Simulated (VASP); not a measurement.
AlN (wurtzite), at 0.96 of the tabulated volume:

```
AlN
1.0
    1.53398    -2.65694     0.00000
    1.53398     2.65694     0.00000
    0.00000     0.00000     4.91269
Al N
2 2
Direct
  0.66667   0.33333   0.50000
  0.33333   0.66667   0.00000
  0.66667   0.33333   0.88200
  0.33333   0.66667   0.38200
```

The lowest empty band near Γ, direction in plane, from mBJ (TB09) with spin-orbit coupling in VASP (PAW); its two spin partners are averaged. The gap over the points computed is 5.74 eV, and the next band on that side lies 2.54 eV away at the edge.

Settings: 520 eV cut-off, 9×9×5 Γ-centred mesh, Gaussian smearing of 0.050 eV, potentials Al N.

```csv
distance from the edge in k (1/Å),distance in energy (meV)
0.018,3.5
0.025,6.7
0.035,13.1
0.050,26.7
0.070,52.0
```

**Question.** Fit E(1 + αE) = ħ²k²/2m* (ħ²/2m0 = 3.810 eV Å²) and predict the row at 0.095 1/Å.

**Answer.** The rows don't resolve α, so a parabola serves: the electron mass is m* = 0.358 m0, and so 95.9 meV. The run gave 94.7 meV, -1.2 meV from the fit.

Left out are points under 3 meV from the edge, since the levels carry 0.1 meV, and points farther than half the way to the next band.

The compound is AlN in the wurtzite structure. The cell was not relaxed at this level.
